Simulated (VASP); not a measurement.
Level of theory: PBE GGA, VASP's PBE PAW potentials (set 64) (plane waves; VASP).

The input files of a VASP run:

### KPOINTS
```
K-points
0
G
  6 6 4
```

### INCAR
```
# general
SYSTEM  = Te
PREC    = Accurate
ENCUT   = 480   # plane-wave cut-off (eV)
LREAL   = .FALSE.   # projection in real space or not
LASPH   = .TRUE.   # aspherical one-centre terms

# electronic loop
EDIFF   = 1E-7   # SCF stop (eV)
NELM    = 100
ALGO    = Normal
LMAXMIX = 4

# smearing
ISMEAR  = 0   # Gaussian
SIGMA   = 0.05   # width (eV)

# functional
GGA     = PE   # PBE

# ions
ISIF    = 2   # forces and stress, cell fixed

# output
LWAVE   = .FALSE.
LCHARG  = .FALSE.
```

POSCAR:
```
Te
1
    2.2664896697    -3.9256749470     0.0000000000
    2.2664896697     3.9256749470     0.0000000000
    0.0000000000     0.0000000000     5.9454442499
Te
3
Direct
  0.0000000000   0.2671591244   0.6666670000
  0.7328408756   0.7328408756   0.0000000000
  0.2671591244   0.0000000000   0.3333330000
```

POTCAR, in this order: Te (PBE.64 set). Program: vasp_std.

What VASP printed:

**OUTCAR**
```
 ion  position               nearest neighbor table
   1  0.000  0.267  0.667-   2 2.89   3 2.89   2 3.52   2 3.52   3 3.52   3 3.52
   2  0.733  0.733  0.000-   3 2.89   1 2.89   1 3.52   3 3.52   3 3.52   1 3.52
   3  0.267  0.000  0.333-   2 2.89   1 2.89   2 3.52   2 3.52   1 3.52   1 3.52
  LATTYP: Found a hexagonal cell.
 ALAT       =     4.5329790660
 C/A-ratio  =     1.3115975528
 Subroutine PRICEL returns:
 Original cell was already a primitive cell.
 Subroutine GETGRP returns: Found  6 space group operations
The static configuration has the point symmetry C_2 .
 The point group associated with its full space group is D_3 .
The dynamic configuration has the point symmetry C_2 .
 Subroutine INISYM returns: Found  6 space group operations
 Subroutine IBZKPT returns following result:
 Found     24 irreducible k-points:

 Following reciprocal coordinates:
            Coordinates               Weight
  0.000000  0.000000  0.000000      1.000000
  0.166667 -0.000000  0.000000      6.000000
  0.333333 -0.000000  0.000000      6.000000
  0.500000 -0.000000  0.000000      3.000000
  0.166667  0.166667  0.000000      6.000000
  0.333333  0.166667  0.000000     12.000000
  0.333333  0.333333  0.000000      2.000000
  0.000000  0.000000  0.250000      2.000000
  0.166667 -0.000000  0.250000      6.000000
 -0.000000  0.166667  0.250000      6.000000
  0.333333 -0.000000  0.250000      6.000000
 -0.000000  0.333333  0.250000      6.000000
  0.500000 -0.000000  0.250000      6.000000
  0.166667  0.166667  0.250000     12.000000
  0.333333  0.166667  0.250000     12.000000
 -0.166667  0.500000  0.250000     12.000000
  0.333333  0.333333  0.250000      4.000000
  0.000000  0.000000  0.500000      1.000000
  0.166667 -0.000000  0.500000      6.000000
  0.333333 -0.000000  0.500000      6.000000
  0.500000 -0.000000  0.500000      3.000000
  0.166667  0.166667  0.500000      6.000000
  0.333333  0.166667  0.500000     12.000000
  0.333333  0.333333  0.500000      2.000000
   k-points           NKPTS =     24   k-points in BZ     NKDIM =     24   number of bands    NBANDS=     13
   number of dos      NEDOS =    301   number of ions     NIONS =      3
   total plane-waves  NPLWV =  43008
   dimension x,y,z NGX =    32 NGY =   32 NGZ =   42
   dimension x,y,z NGXF=    64 NGYF=   64 NGZF=   84
   ions per type =               3
   PREC   = accura    normal or accurate (medium, high low for compatibility)
   ISTART =      0    job   : 0-new  1-cont  2-samecut
   ICHARG =      2    charge: 1-file 2-atom 10-const
   ISPIN  =      1    spin polarized calculation?
   LNONCOLLINEAR =      F non collinear calculations
   LSORBIT =      F    spin-orbit coupling
   INIWAV =      1    electr: 0-lowe 1-rand  2-diag
   ENCUT  =  480.0 eV  35.28 Ry    5.94 a.u.   8.10  8.10 10.62*2*pi/ulx,y,z
   NELM   =    100;   NELMIN=  2; NELMDL= -5     # of ELM steps
   EDIFF  = 0.1E-06   stopping-criterion for ELM
   LREAL  =      F    real-space projection
   NLSPLINE    = F    spline interpolate recip. space projectors
   LMAXMIX     =    4 max onsite mixed and CHGCAR
   VOSKOWN=      0    Vosko Wilk Nusair interpolation
   EDIFFG = 0.1E-05   stopping-criterion for IOM
   NSW    =      0    number of steps for IOM
   NBLOCK =      1;   KBLOCK =      1    inner block; outer block
   IBRION =     -1    ionic relax: 0-MD 1-quasi-New 2-CG
   NFREE  =      0    steps in history (QN), initial steepest desc. (CG)
   ISIF   =      2    stress and relaxation
   ISYM   =      2    0-nonsym 1-usesym 2-fastsym
   TEIN   =    0.0    initial temperature
   TEBEG  =    0.0;   TEEND  =   0.0 temperature during run
   SMASS  =  -3.00    Nose mass-parameter (am)
   PSTRESS=    0.0 pullay stress
   NELECT =      18.0000    total number of electrons
...
```

OSZICAR:
```
       N       E                     dE             d eps       ncg     rms          rms(c)
DAV:   1     0.727096852889E+02    0.72710E+02   -0.61526E+03   624   0.102E+03
DAV:   2    -0.446426192814E+01   -0.77174E+02   -0.74293E+02   862   0.151E+02
DAV:   3    -0.935888742201E+01   -0.48946E+01   -0.48644E+01   739   0.431E+01
DAV:   4    -0.944623982513E+01   -0.87352E-01   -0.87314E-01   817   0.702E+00
DAV:   5    -0.944694363294E+01   -0.70381E-03   -0.70380E-03   784   0.609E-01    0.115E+01
DAV:   6    -0.943006759725E+01    0.16876E-01   -0.20419E-02   649   0.967E-01    0.729E+00
DAV:   7    -0.942772118473E+01    0.23464E-02   -0.44448E-02   639   0.147E+00    0.309E-01
DAV:   8    -0.942699452472E+01    0.72666E-03   -0.80273E-03   624   0.570E-01    0.151E-01
DAV:   9    -0.942703722682E+01   -0.42702E-04   -0.21961E-04   810   0.116E-01    0.916E-02
DAV:  10    -0.942707237647E+01   -0.35150E-04   -0.51158E-05   664   0.520E-02    0.215E-02
DAV:  11    -0.942706976343E+01    0.26130E-05   -0.11724E-05   669   0.224E-02    0.611E-03
DAV:  12    -0.942707011513E+01   -0.35170E-06   -0.10012E-06   734   0.688E-03    0.206E-03
DAV:  13    -0.942707014281E+01   -0.27680E-07   -0.49644E-07   634   0.473E-03
   1 F= -.94270701E+01 E0= -.94270682E+01  d E =-.389561E-05
```

File OUTCAR:
```
------------------------ aborting loop because EDIFF is reached ----------------------------------------
  FORCE on cell =-STRESS in cart. coord.  units (eV):
  Direction    XX          YY          ZZ          XY          YZ          ZX
  --------------------------------------------------------------------------------------
  Total       -0.0001438     -0.0001438      0.0097225      0.0000000      0.0000000      0.0000000
  in kB       -0.0021774     -0.0021774      0.1472326      0.0000000      0.0000000      0.0000000
  external PRESSURE =       0.0476260 kB  Pullay stress =       0.0000000 kB
  volume of cell :      105.80
      direct lattice vectors                 reciprocal lattice vectors
     2.266489670 -3.925674947  0.000000000     0.220605462 -0.127366633  0.000000000
     2.266489670  3.925674947  0.000000000     0.220605462  0.127366633  0.000000000
     0.000000000  0.000000000  5.945444250     0.000000000  0.000000000  0.168196010
 POSITION                                       TOTAL-FORCE (eV/Angst)
 -----------------------------------------------------------------------------------
      0.60551      1.04878      3.96363         0.003660      0.006339      0.000000
      3.32195      0.00000      0.00000        -0.007319      0.000000      0.000000
      0.60551     -1.04878      1.98181         0.003660     -0.006339     -0.000000
 -----------------------------------------------------------------------------------
    total drift:                               -0.000175     -0.000400      0.000013
  FREE ENERGIE OF THE ION-ELECTRON SYSTEM (eV)
  ---------------------------------------------------
  free  energy   TOTEN  =        -9.4270701428 eV

  energy  without entropy=       -9.4270662472  energy(sigma->0) =       -9.42706820
```
(Selected blocks of OUTCAR.)

The compound is Te in the trig structure. It was relaxed first.
